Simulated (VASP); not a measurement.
Here is a VASP 6.6.1 calculation.

The input INCAR:

```
SYSTEM = ZrB2
ALGO = Normal
EDIFF = 1E-7
EDIFFG = -0.002
ENCUT = 520
GGA = PE
IBRION = 2
ISIF = 3
ISMEAR = 0
LASPH = .True.
LCHARG = .False.
LREAL = .False.
LWAVE = .False.
NELM = 100
NSW = 80
PREC = Accurate
SIGMA = 0.3
```

KPOINTS

```
k-points
0
Gamma
  15 15 12
  0 0 0
```

The input POSCAR:

```
ZrB2                                    
1.0
    3.1718268914      0.0000000000      0.0000000000
   -1.5859134457      2.7468826644     -0.0000000000
    0.0000000000      0.0000000000      3.5430897755
  Zr              B             
     1     2
Direct
     1.0000000000000000    0.0000000000000000    0.0000000000000000
     0.3333333300000021    0.6666666699999979    0.5000000000000000
     0.6666666699999979    0.3333333300000021    0.5000000000000000
```

Potentials or basis: VASP PAW PBE potentials, release 64 (Zr_sv, B).

Launch:

```console
$ cat potpaw_PBE.64/Zr_sv/POTCAR potpaw_PBE.64/B/POTCAR > POTCAR
$ mpirun -np 1 vasp_std > vasp.out
```

Q: Predict the band gap on the k mesh.

A: None (metal or under the smearing width).

Final structure:
```
Zr B
1.0
     3.17183    0.00000    0.00000
    -1.58591    2.74688    0.00000
     0.00000    0.00000    3.54309
Zr B
1 2
Cartesian
  0.0000 0.0000 0.0000
  0.0000 1.8313 1.7715
  1.5859 0.9156 1.7715
```

Caveat: the relaxation stopped at its first step, so nothing moved.
